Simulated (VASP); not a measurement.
Method: PBE GGA, VASP's PBE PAW potentials (set 64) (plane waves; VASP).

VASP input:

**KPOINTS**
```
Automatic mesh
0
Gamma
7 7 7
0 0 0
```

### POSCAR
```
Na2S
1
    0.0000000000     2.9329355207     2.9329355207
    2.9329355207     0.0000000000     2.9329355207
    2.9329355207     2.9329355207     0.0000000000
Na S
2 1
Direct
  0.2500000000   0.2500000000   0.2500000000
  0.7500000000   0.7500000000   0.7500000000
  0.0000000000   0.0000000000   0.0000000000
```

### INCAR
```
# general
SYSTEM  = Na2S
PREC    = Accurate
ENCUT   = 500   # plane-wave cut-off (eV)
LREAL   = .False.
LASPH   = .True.   # aspherical one-centre terms

# electronic loop
EDIFF   = 1E-6
NELM    = 100   # most electronic steps
ALGO    = Normal   # blocked Davidson

# smearing
ISMEAR  = 0
SIGMA   = 0.05   # width (eV)

# functional
GGA     = PE   # PBE

# ions
IBRION  = 2   # conjugate gradients
NSW     = 40
ISIF    = 3
EDIFFG  = -0.02
PSTRESS = 200   # kbar

# output
LWAVE   = .False.
LCHARG  = .False.
```

POTCAR, in this order: Na_pv S (PBE.64 set). Program: vasp_std.

**Question.** What will the output report for the number of irreducible k-points (NKPTS), largest plane-wave count, number of space-group operations, FFT grid (NGX, NGY, NGZ)?

**Answer.** 
number of irreducible k-points (NKPTS): 20
largest plane-wave count: 1307
number of space-group operations: 48
FFT grid (NGX, NGY, NGZ): 30 × 30 × 30

The compound is Na2S in the antifluorite structure. It was relaxed first under an external pressure of 20 GPa.
